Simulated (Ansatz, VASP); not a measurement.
# ZnAu in two plane-wave programs

One calculation is typed for both programs; each brings its own data sets and cutoff. How far apart do they land? The cell is taken from a series of VASP runs on this material, whose earlier steps may have relaxed, scaled or displaced it; both programs get it as it stands.

Method: plane waves, with VASP 6.6.1 beside it; zone-centre phonons at LDA, in Ansatz 0.2.0.

## (1) Starting point

Symmetry: Pm-3m, No. 221, cubic system. The conventional cell has a = 3.098 Å, b = 3.098 Å, c = 3.098 Å, α = 90.00°, β = 90.00°, γ = 90.00°. Nearest to Zn lie 8 Au at 2.68 Å. Au has 8 Zn at 2.68 Å nearest. Farther neighbours are not listed.

## (2) VASP: zone-centre phonons, LDA

Second derivatives magnify differences that forces hide, and they need a tight electronic threshold.

Lines of VASP's logs that name or quote its potential files are left out, and so is its time.

Input file INCAR:

```
SYSTEM = ZnAu
PREC = Accurate
ENCUT = 400
EDIFF = 1E-08
NELM = 100
ISMEAR = 1
SIGMA = 0.2
LREAL = .FALSE.
ALGO = Normal
GGA = CA
NBANDS = 17
LASPH = .TRUE.
LORBIT = 11
LWAVE = .FALSE.
LCHARG = .FALSE.
KPAR = 2
IBRION = 8
ISIF = 2
```

Input file POSCAR:

```
ZnAu
1.0
    3.0982592306      0.0000000000      0.0000000000
    0.0000000000      3.0982592306      0.0000000000
    0.0000000000      0.0000000000      3.0982592306
Zn Au
1 1
Direct
    0.5000000000      0.5000000000      0.5000000000
    0.0000000000      0.0000000000      0.0000000000
```

Input file KPOINTS:

```
Automatic mesh
0
Gamma
12 12 12
0 0 0
```

PAW data sets: Zn and Au (LDA family, release 64).

Command:

```
$ mpirun -np 2 vasp_std
```

Numbers of over 12 decimals in the logs are rounded to 6 here.

The program printed:

```text
[banner, memory and clock lines left out]
running    2 mpi-ranks, on    1 nodes
 distrk:  each k-point on    1 cores,    2 groups
 distr:  one band on    1 cores,    1 groups

 POSCAR found type information on POSCAR ZnAu
 POSCAR found :  2 types and       2 ions
 LDA part: xc-table for (Slater(with rela. corr.)+CA(PZ))
 , standard interpolation
 POSCAR, INCAR and KPOINTS ok, starting setup
 FFT: planning ... GRIDC
 FFT: planning ... GRID_SOFT
 FFT: planning ... GRID
 WAVECAR not read
 entering main loop
       N       E                     dE             d eps       ncg     rms          rms(c)
DAV:   1     0.103880347563E+03    0.10388E+03   -0.10030E+04  3080   0.148E+03
DAV:   2    -0.379235854278E+01   -0.10767E+03   -0.10360E+03  2938   0.277E+02
DAV:   3    -0.729570010021E+01   -0.35033E+01   -0.34875E+01  3302   0.580E+01
DAV:   4    -0.732018158141E+01   -0.24481E-01   -0.24477E-01  3270   0.421E+00
DAV:   5    -0.732045325520E+01   -0.27167E-03   -0.27167E-03  3216   0.465E-01    0.989E+00
DAV:   6    -0.680871469668E+01    0.51174E+00   -0.14943E+00  3015   0.140E+01    0.602E+00
DAV:   7    -0.677230724690E+01    0.36407E-01   -0.36521E-02  4016   0.397E+00    0.309E+00
DAV:   9    -0.676099148978E+01    0.85102E-05   -0.34557E-04  3522   0.307E-01    0.635E-02
DAV:  10    -0.676099127612E+01    0.21366E-06   -0.36117E-05  3302   0.641E-02    0.200E-02
DAV:  11    -0.676099058163E+01    0.69448E-06   -0.26418E-06  3253   0.255E-02    0.406E-03
DAV:  12    -0.676099058565E+01   -0.40131E-08   -0.74163E-08  3565   0.101E-02
   1 F= -.67609906E+01 E0= -.67613290E+01  d E =0.101519E-02
 Linear response reoptimize wavefunctions to high precision
DAV:   1    -0.676099058475E+01    0.89176E-09   -0.11606E-08  3242   0.325E-03
DAV:   2    -0.676099058480E+01   -0.46384E-10   -0.80200E-10  1568   0.261E-04
 Linear response DOF=           2
 Linear response progress:
  Degree of freedom:   1/  2
       N       E                     dE             d eps       ncg     rms          rms(c)
RMM:   1    -0.208332879464E+00   -0.20833E+00    0.25768E-02  9970   0.205E+00
RMM:   2    -0.208654776596E+00   -0.32190E-03   -0.55487E-04 10008   0.253E-01    0.461E-02
RMM:   3    -0.208467903153E+00    0.18687E-03   -0.45057E-05 11471   0.473E-02    0.253E-02
RMM:   4    -0.208279415694E+00    0.18849E-03   -0.22554E-05 11738   0.278E-02    0.588E-03
RMM:   5    -0.208225751208E+00    0.53664E-04   -0.13189E-06 11709   0.786E-03    0.917E-04
RMM:   6    -0.208223710985E+00    0.20402E-05   -0.98032E-08 11963   0.174E-03    0.303E-04
RMM:   7    -0.208224492816E+00   -0.78183E-06   -0.17614E-08 11995   0.586E-04    0.605E-05
RMM:   8    -0.208224568491E+00   -0.75676E-07   -0.67832E-09 12194   0.227E-04    0.272E-05
RMM:   9    -0.208224507579E+00    0.60913E-07   -0.51908E-09 12331   0.123E-04    0.536E-06
RMM:  10    -0.208224500854E+00    0.67245E-08   -0.51019E-09 12110   0.745E-05    0.283E-06
 first order change of Fermi-energy  -0.93168E-05
 force on displaced ion       1 direction 1 :  -4.154  -0.000   0.000
 Linear response progress:
  Degree of freedom:   2/  2
       N       E                     dE             d eps       ncg     rms          rms(c)
RMM:   1    -0.285905682508E+00   -0.28591E+00   -0.26310E-01 11522   0.347E+00
RMM:   2    -0.282283194397E+00    0.36225E-02   -0.13626E-02 10667   0.876E-01    0.953E-02
RMM:   3    -0.282099644290E+00    0.18355E-03   -0.45608E-04 11375   0.179E-01    0.547E-02
RMM:   4    -0.282113593315E+00   -0.13949E-04   -0.46116E-04 11384   0.125E-01    0.134E-02
RMM:   5    -0.282115063885E+00   -0.14706E-05   -0.22861E-05 11148   0.326E-02    0.625E-03
RMM:   6    -0.282109232879E+00    0.58310E-05   -0.11248E-06 11600   0.751E-03    0.209E-03
RMM:   7    -0.282091461776E+00    0.17771E-04   -0.45172E-07 11334   0.393E-03    0.357E-04
RMM:   8    -0.282087935422E+00    0.35264E-05   -0.47552E-08 11635   0.114E-03    0.629E-05
RMM:   9    -0.282087860462E+00    0.74960E-07   -0.19962E-08 12019   0.383E-04    0.356E-05
RMM:  10    -0.282087645367E+00    0.21509E-06   -0.16269E-08 12099   0.170E-04    0.124E-05
RMM:  11    -0.282087518521E+00    0.12685E-06   -0.16038E-08 12149   0.110E-04    0.209E-06
RMM:  12    -0.282087502282E+00    0.16238E-07   -0.14846E-08 12391   0.888E-05    0.507E-07
RMM:  13    -0.282087501522E+00    0.76056E-09   -0.19250E-08 11622   0.833E-05    0.666E-07
 first order change of Fermi-energy   0.43243E-03
 force on displaced ion       2 direction 1 :  -4.053   0.000   0.000
 Linear response finished
```

From OUTCAR (step 2):

```text
ion  position               nearest neighbor table
   1  0.500  0.500  0.500-   2 2.68   2 2.68   2 2.68   2 2.68   2 2.68   2 2.68   2 2.68   2 2.68

  LATTYP: Found a simple cubic cell.
 ALAT       =     3.0982592306

 Subroutine GETGRP returns: Found 48 space group operations
 (whereof 48 operations were pure point group operations)

The static configuration has the point symmetry O_h .

 Found     84 irreducible k-points:

   k-points           NKPTS =     84   k-points in BZ     NKDIM =     84   number of bands    NBANDS=     17

   dimension x,y,z NGX =    20 NGY =   20 NGZ =   20
   dimension x,y,z NGXF=    40 NGYF=   40 NGZF=   40

   ENCUT  =  400.0 eV  29.40 Ry    5.42 a.u.   5.05  5.05  5.05*2*pi/ulx,y,z

   NELECT =      23.0000    total number of electrons

 k-points in reciprocal lattice and weights: Automatic mesh
   0.00000000  0.00000000  0.00000000       0.001
   0.08333333  0.00000000  0.00000000       0.003
   0.16666667  0.00000000  0.00000000       0.003
   0.25000000  0.00000000  0.00000000       0.003
   0.33333333  0.00000000  0.00000000       0.003
   0.41666667  0.00000000  0.00000000       0.003
   0.50000000  0.00000000  0.00000000       0.002
   0.08333333  0.08333333  0.00000000       0.007
   0.16666667  0.08333333  0.00000000       0.014
[...]
0.50000000  0.50000000  0.41666667       0.003
   0.50000000  0.50000000  0.50000000       0.001

 average (electrostatic) potential at core
       1 -33.4529       2 -66.9510

  Total        0.0098874      0.0098874      0.0098874      0.0000000      0.0000000     -0.0000000
  in kB        0.5326478      0.5326478      0.5326478      0.0000000      0.0000000     -0.0000000
  external PRESSURE =       0.5326478 kB  Pullay stress =       0.0000000 kB

  energy-cutoff  :      400.00
  volume of cell :       29.74
      direct lattice vectors                 reciprocal lattice vectors
     3.098259231  0.000000000  0.000000000     0.322761888  0.000000000  0.000000000
     0.000000000  3.098259231  0.000000000     0.000000000  0.322761888  0.000000000
     0.000000000  0.000000000  3.098259231     0.000000000  0.000000000  0.322761888

 POSITION                                       TOTAL-FORCE (eV/Angst)
 -----------------------------------------------------------------------------------
      1.54913      1.54913      1.54913         0.000000      0.000000      0.000000
      0.00000      0.00000      0.00000         0.000000      0.000000      0.000000
 -----------------------------------------------------------------------------------
    total drift:                               -0.000000      0.000000     -0.000000

 Eigenvectors and eigenvalues of the dynamical matrix
 ----------------------------------------------------

   1 f  =    4.533881 THz    28.487215 2PiTHz  151.233995 cm-1    18.750617 meV
             X         Y         Z           dx          dy          dz
      1.549130  1.549130  1.549130     0.000000    0.239437    0.835473
      0.000000  0.000000  0.000000     0.000000   -0.136268   -0.475485

   2 f  =    4.533881 THz    28.487215 2PiTHz  151.233995 cm-1    18.750617 meV
             X         Y         Z           dx          dy          dz
      1.549130  1.549130  1.549130    -0.000000   -0.835473    0.239437
      0.000000  0.000000  0.000000    -0.000000    0.475485   -0.136268

   3 f  =    4.533881 THz    28.487215 2PiTHz  151.233995 cm-1    18.750617 meV
             X         Y         Z           dx          dy          dz
      1.549130  1.549130  1.549130     0.869106    0.000000   -0.000000
      0.000000  0.000000  0.000000    -0.494626    0.000000    0.000000

   4 f/i=    0.024112 THz     0.151501 2PiTHz    0.804296 cm-1     0.099720 meV
             X         Y         Z           dx          dy          dz
      1.549130  1.549130  1.549130    -0.114361   -0.467438    0.114361
      0.000000  0.000000  0.000000    -0.200943   -0.821334    0.200943

   5 f/i=    0.024112 THz     0.151501 2PiTHz    0.804296 cm-1     0.099720 meV
             X         Y         Z           dx          dy          dz
      1.549130  1.549130  1.549130    -0.330528    0.161731    0.330528
      0.000000  0.000000  0.000000    -0.580771    0.284177    0.580771

   6 f/i=    0.024112 THz     0.151501 2PiTHz    0.804296 cm-1     0.099720 meV
             X         Y         Z           dx          dy          dz
      1.549130  1.549130  1.549130     0.349753    0.000000    0.349753
      0.000000  0.000000  0.000000     0.614551    0.000000    0.614551

 ELASTIC MODULI CONTR FROM IONIC RELAXATION (kBar)
 Direction    XX          YY          ZZ          XY          YZ          ZX
 --------------------------------------------------------------------------------
 XX           0.0000      0.0000      0.0000      0.0000      0.0000      0.0000
 YY           0.0000      0.0000      0.0000      0.0000      0.0000      0.0000
 ZZ           0.0000      0.0000      0.0000      0.0000      0.0000      0.0000
 XY           0.0000      0.0000      0.0000      0.0000      0.0000      0.0000
 YZ           0.0000      0.0000      0.0000      0.0000      0.0000      0.0000
 ZX           0.0000      0.0000      0.0000      0.0000      0.0000      0.0000
 --------------------------------------------------------------------------------
```

This run has no spin polarisation. Its electron count is odd, so without a moment it is a metal by construction.

## (3) Ansatz: zone-centre phonons, LDA

Ansatz runs on its default PAW (the set named soft_2) files.

The same cell, functional (in two slightly different forms), mesh and smearing now go to Ansatz, which takes its cutoff from its data sets.

Input file input.yaml:

```yaml
crystal:
  lattice:
    - [3.0982592306, 0.0, 0.0]
    - [0.0, 3.0982592306, 0.0]
    - [0.0, 0.0, 3.0982592306]
  atoms:
    - { symbol: Zn, position: [0.5, 0.5, 0.5] }
    - { symbol: Au, position: [0.0, 0.0, 0.0] }
hamiltonian:
  xc: lda
  pseudopotentials: { kind: paw }
kpoints:
  mp_grid: { grid: [12, 12, 12] }
scf:
  occupations: { method: methfessel_paxton, width: 0.2 }
phonons:
  method: dfpt
  qpoints: [[0, 0, 0]]
```

Command:

```
$ ansatz run input.yaml --threads 4 --pin off --max-ram 9216MiB --backend cpu --events-out ev --progress --plain --runs-dir out
```

The program printed:

```text
Engine: ansatz 0.2.0, aarch64-unknown-linux-gnu
Pseudopotentials: kind: paw
Pseudopotential: Zn, paw, valence charge 12, recommended cutoff 420 eV (normal), Zn.paw.azcp
Pseudopotential: Au, paw, valence charge 19, recommended cutoff 420 eV (normal), Au.paw.azcp
Functional definition: SPW92
  exchange = slater_x
  correlation = pw_c
Crystal: 2 atoms, lattice volume = 29.741 Å³
Basis set: ecut = 420 eV, 587 PW (Γ), exchange–correlation on 48×48×48 points (8 copies of the dense FFT grid, shifted against one another)
Bands: 20, of which v1, the nominal top of the filled ones, is band 16 counted from 1 (15 counted from 0)
Symmetry: 48 space group operations
k-points: 196 of 1728 (irreducible under 8 space group operations, time reversal used)
Non-local potential: Zn, projectors of the file, l = 0: 2, l = 1: 2, l = 2: 3, l = 3: 1
Non-local potential: Au, projectors of the file, l = 0: 3, l = 1: 2, l = 2: 2, l = 3: 1
PAW form: soft (Blöchl's): semilocal exchange-correlation on the pseudo side does not see the compensation charge
PAW frozen core: Zn, regenerated for the run's functional, and the local potential with it (the file was generated under x = pbe(κ = 0.804, μ = 0.219515), c = pbe(β = 0.066725))
PAW frozen core: Au, regenerated for the run's functional, and the local potential with it (the file was generated under x = pbe(κ = 0.804, μ = 0.219515), c = pbe(β = 0.066725))
PAW one-centre angular grid: Zn, 590 points (default); XC on 64 Gauss nodes
PAW one-centre angular grid: Au, 590 points (default); XC on 64 Gauss nodes
Initial density: superposition of atomic densities (neutral atoms: chi_scale 0, normalization atom), corrected by the library's trained network
Initial wavefunctions: pseudopotential atomic-orbital guess
Functional: x = slater, c = lda
SCF iter   1: F=—  HF=-16111.664818 eV  |F-HF|=—  |Δ(HF+E_count)|=         —  Δρ=6.66e-3  dr2=5.26e-3  ethr=1.77e-3  ⟨swp⟩=4.9  Hψ=15994  notcnv=0
preconditioner: auto → none  [insulator: Δε(μ)=0.182 eV  Ē_g=13.076 eV  σ=0.200 eV  W_gap=0.61  n_scr=6 (ndim 8)  ℏωp=32.7 eV  f_vac=0.000  D(μ)=0.37/eV (n_scr^D=0)  ε∞_Penn≈7.2]
SCF iter   2: F=—  HF=-16111.664515 eV  |F-HF|=—  |Δ(HF+E_count)|=   3.03e-4  S|Δr|=    0.00e0  Δρ=2.46e-3  dr2=8.18e-4  ethr=1.70e-5  ⟨swp⟩=2.1  Hψ=7679  notcnv=0
SCF iter   3: F=—  HF=-16111.664256 eV  |F-HF|=—  |Δ(HF+E_count)|=   2.59e-4  S|Δr|=    0.00e0  Δρ=1.59e-3  dr2=2.01e-4  ethr=2.64e-6  ⟨swp⟩=2.0  Hψ=6031  notcnv=0
SCF iter   4: F=—  HF=-16111.664259 eV  |F-HF|=—  |Δ(HF+E_count)|=   3.35e-6  S|Δr|=    0.00e0  Δρ=5.73e-4  dr2=8.49e-5  ethr=6.48e-7  ⟨swp⟩=2.1  Hψ=6118  notcnv=0
SCF iter   5: F=—  HF=-16111.664237 eV  |F-HF|=—  |Δ(HF+E_count)|=   2.22e-5  S|Δr|=    0.00e0  Δρ=9.76e-5  dr2=1.27e-6  ethr=2.74e-7  ⟨swp⟩=2.3  Hψ=5425  notcnv=0
SCF iter   6: F=—  HF=-16111.664234 eV  |F-HF|=—  |Δ(HF+E_count)|=   2.59e-6  S|Δr|=    0.00e0  Δρ=1.91e-5  dr2=9.23e-8  ethr=4.08e-9  ⟨swp⟩=2.6  Hψ=6801  notcnv=0
SCF iter   7: F=—  HF=-16111.664234 eV  |F-HF|=—  |Δ(HF+E_count)|=   2.07e-8  S|Δr|=    0.00e0  Δρ=2.55e-6  dr2=1.54e-9  ethr=2.98e-10  ⟨swp⟩=2.2  Hψ=4905  notcnv=0
SCF iter   8: F=—  HF=-16111.664234 eV  |F-HF|=—  |Δ(HF+E_count)|=  3.58e-10  S|Δr|=    0.00e0  Δρ=2.29e-7  dr2=1.12e-11  ethr=4.95e-12  ⟨swp⟩=2.3  Hψ=5815  notcnv=0
SCF iter   9: F=-16111.664234 eV  HF=-16111.664234 eV  |F-HF|=3.64e-12  |Δ(HF+E_count)|=  3.64e-12  S|Δr|=    0.00e0  Δρ=1.43e-8  dr2=3.90e-14  ethr=1.00e-12  ⟨swp⟩=5.8  Hψ=16665  notcnv=0
SCF 1 converged in 9 iterations: F = -16111.664234 eV  dr2 = 3.90e-14
  greatest PAW one-centre occupation: 1.003 electrons in one spin orbital (limit 2), on the Au atom at site 1 (counted from 0), in its partial waves of l = 0
DFPT response loops at Γ: preconditioner auto → Kerker (q_TF=auto, 2.747 Å⁻¹) (partly filled bands, converged f_vac=0.000); β = 1.00, the filter's whole step (`scf.mixing.beta` (0.50) is not read by the response loops under this deck's `scf.mixing.preconditioner`; to damp them name `kerker` or `kerker_dos`, under which they read `scf.mixing.beta`, and type it under 1.00, their step now; both keys bind the ground state too); Broyden in place of MSR1
SCF converged after 9 iterations
Stability not checked: this state was not tested for a lower state beside it, because cold or Methfessel-Paxton smearing, or corrected tetrahedra, fill the levels in a way that the test cannot read (fill_not_monotonic; see scf.lower_state_search)
Free energy (F): -16111.664234 eV
Harris-Foulkes:  -16111.664234 eV  (|F-HF|=3.64e-12)
Internal energy: -16111.665227 eV  (E = F + TS)
E sigma→0 (E₀):  -16111.664482 eV
Entropy (-TS):   0.000992 eV (0.496 meV/atom)
Fermi energy:    17.779636 eV
--- Per-component energies (eV) ---
  E_band       = -151.645235
  E_kinetic    = 738.485278
  E_local      = -3160.391393  (includes V_loc(G=0)·N_el)
  E_nonlocal   = 695.589839
  E_hartree    = 1334.403191
  E_xc         = -364.006838
  E_vxc        = -330.856173  (∫ρ·V_xc dr)
  E_paw        = -11178.378777  (= ΣΔE_a)
  E_vpaw       = -763.280042  (= ΣTr[D̂ρ^β])
  E_aug_tail   = 0.000860  (compensation charges beyond the density's cutoff)
  E_ewald      = -4179.447245
  E_core_change = 2.079859  (= ΣΔE_core)
  E_smearing   = 0.000992  (= −TS)
  E_closure    = 0.000000  (closes the sum)
  Σ components = -16111.664234   (vs F -16111.664234, Δ=0.00e0)
--- Band table (eV; the first three rows and the last of 196) ---
  k-point 0: bands = [... 12 lower, 13.9407, 13.9407, 13.9407, 22.7060, 22.7060, 22.7060, 26.9974, 30.2515]
  k-point 1: bands = [... 12 lower, 13.8353, 13.8353, 13.9285, 21.7683, 22.9547, 22.9547, 27.5743, 30.0929]
  k-point 2: bands = [... 12 lower, 13.5643, 13.5643, 13.8945, 20.0018, 23.6553, 23.6553, 28.1750, 29.6829]
  k-point 195: bands = [... 12 lower, 14.6208, 14.6208, 19.0848, 21.4818, 21.5352, 21.5352, 21.5352, 23.8755]
--- Phonons (Γ-DFPT): 2 representative perturbations + reference, on 196 of 1728 k-points (Σ response iterations 6) ---
  k mesh reduced under 8 symmetry operations, with k and −k counted as one. Each operation leaves every solved perturbation unchanged. A smaller set is not used because it would not reduce the number of displacements times k-points to solve
  ASR residual: 1.015e-4 → 0.000e0 eV/Å²; symmetrization residual: 2.592e-6 eV/Å²
  ASR residual per site (eV/Å²): 1.54e-5 1.01e-4
  Γ frequencies (cm⁻¹): 0.00 0.00 0.00 147.33 147.33 147.33
  non-analytic LO–TO correction: not included (Born effective charges unavailable; polar crystals: no LO–TO splitting at Γ)
--- Phonons (arbitrary-q DFPT): 1 explicit q-point ---
  q = [0, 0, 0] (of the zone-centre solve; hermiticity 1.32e-6, symmetrization 4.73e-13): -0.00 0.00 0.00 147.33 147.33 147.33
  sum rule: each row above includes the acoustic sum rule's correction from the zone centre's row sums; it moved no ω² by more than (0.37 cm⁻¹)²
```

The job ended after 18 s (4 threads of Arm Neoverse N1, shared host; peak memory 0.6 GiB; 58 s of CPU time).

## (4) Side by side

Known differences besides the potentials themselves: the two LDA forms differ slightly; the data sets hold 31 valence electrons in Ansatz (default PAW (the set named soft_2) files) and 23 in VASP; the cutoff is 420 eV in Ansatz and 400 eV in VASP; VASP's log shows a relativistic correction to its local exchange, Ansatz's none. Total energies have different zeros and are not compared.

The two programs side by side:

```tsv
quantity	Ansatz	VASP	difference
optical mode 1 to 3 (cm⁻¹)	147.3	151.2	-2.58 %
```

Modes are paired by rising frequency and degeneracy, not by their patterns, so a pair may still set unlike modes beside each other.

## (5) Outcome

| Quantity | Value |
| --- | --- |
| r.m.s. difference of the optical zone-centre modes, each program's sorted by frequency (zone-centre phonons, LDA) | 3.9 cm⁻¹ |
| difference in optical mode 1 to 3 (zone-centre phonons, LDA) | -2.6 % |

**Reading.** The r.m.s. difference of the optical zone-centre modes, each program's sorted by frequency is 3.9 cm⁻¹ (zone-centre phonons, LDA). Among the rows given in per cent, the largest difference of the zone-centre phonons, LDA pair is in optical mode 1 to 3, -2.6 %. 1 further run of this series is not shown here. How closely two codes agree says nothing of how well the functional describes the real material.

[Lines on the potential files, build, host, timing and source positions are cut from VASP's logs without a mark.]

[Logs are printed without paths, hosts, clocks, repeated set-up lines and the standing remarks that a program may print on its own settings, such as how far it seeks lower states.]

[Hosts, paths, dates, database ids (printed as entryN), source tags and the programs' standing remarks are cut or masked in the printed files.]
